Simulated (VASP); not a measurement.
OSZICAR of a VASP run on PbS (space group Fm-3m):

### OSZICAR
```
       N       E                     dE             d eps       ncg     rms          rms(c)
DAV:   1     0.136243157564E+03    0.13624E+03   -0.73574E+03   288   0.989E+02
DAV:   2     0.508283029562E+00   -0.13573E+03   -0.13300E+03   304   0.301E+02
DAV:   3    -0.965231064432E+01   -0.10161E+02   -0.10125E+02   364   0.887E+01
DAV:   4    -0.983752877469E+01   -0.18522E+00   -0.18513E+00   336   0.147E+01
DAV:   5    -0.984394337997E+01   -0.64146E-02   -0.64145E-02   396   0.246E+00    0.488E+00
DAV:   6    -0.947382472627E+01    0.37012E+00   -0.11179E+00   428   0.868E+00    0.337E+00
DAV:   7    -0.946934366676E+01    0.44811E-02   -0.10989E-01   286   0.196E+00    0.172E+00
DAV:   8    -0.946885836354E+01    0.48530E-03   -0.98194E-03   316   0.122E+00    0.871E-02
DAV:   9    -0.946875667929E+01    0.10168E-03   -0.14648E-03   446   0.355E-01    0.788E-02
DAV:  10    -0.946880770239E+01   -0.51023E-04   -0.13012E-04   292   0.810E-02    0.245E-02
DAV:  11    -0.946880823325E+01   -0.53086E-06   -0.20008E-05   364   0.565E-02    0.118E-02
DAV:  12    -0.946880830916E+01   -0.75916E-07   -0.13169E-06   226   0.167E-02
   1 F= -.94688083E+01 E0= -.94688083E+01  d E =-.647693E-13
```

**Question.** Which electronic solver shows in the log?

**Answer.** It is blocked Davidson (ALGO = Normal, or the opening steps of other solvers). The INCAR had ALGO = Normal.

**Question.** Can the final energy be trusted as converged?

**Answer.** The calculation finished and met its thresholds. It stopped with EDIFF = 1E-6, NELM = 100 (PBEsol GGA, plane waves, VASP's PBE PAW potentials (set 64)).

The structure is a typed PbS crystal. The cell was not relaxed at this level. The run is one of a series of settings (GGA = PS against the base run), some of them coarse on purpose.
